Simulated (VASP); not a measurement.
Given:

```
CELL_PARAMETERS angstrom
      4.56042     0.00000     0.00000
      0.00000     4.56042     0.00000
      0.00000     0.00000     4.56042
ATOMIC_POSITIONS crystal
  Si 0.15942 0.34058 0.65942
  Si 0.65942 0.15942 0.34058
  Si 0.84058 0.84058 0.84058
  Si 0.34058 0.65942 0.15942
  Ru 0.86363 0.63637 0.36363
  Ru 0.36363 0.86363 0.63637
  Ru 0.13637 0.13637 0.13637
  Ru 0.63637 0.36363 0.86363
```

Method: LDA (Ceperley-Alder, Perdew-Zunger), VASP's LDA PAW potentials (set 64) (plane waves; VASP 6.6.1). Run with 500 eV cut-off, 5×5×5 Γ-centred mesh, Gaussian smearing of 0.050 eV, potentials Si Ru_pv.

Energy and stress use the plane-wave basis of the starting cell.

The ions, cell shape and volume at an external pressure of 30.0 GPa are relaxed. Which structure does the run end with?

```
CELL_PARAMETERS angstrom
      4.51750     0.00000     0.00000
      0.00000     4.51750     0.00000
      0.00000     0.00000     4.51750
ATOMIC_POSITIONS crystal
  Si 0.15866 0.34134 0.65866
  Si 0.65866 0.15866 0.34134
  Si 0.84134 0.84134 0.84134
  Si 0.34134 0.65866 0.15866
  Ru 0.86195 0.63805 0.36195
  Ru 0.36195 0.86195 0.63805
  Ru 0.13805 0.13805 0.13805
  Ru 0.63805 0.36195 0.86195
```
Space group P2_13 (198), at a tolerance of 0.03 Å.

How do energy and volume change from the first to the last step?

The energy (σ→0) changes by +51.7 meV/atom and the volume by -2.8 %, in 7 ionic steps.

The compound is RuSi in the B20 structure. This run relaxes it under an external pressure of 30 GPa. Symmetry was kept, so distortions that lower it aren't found.
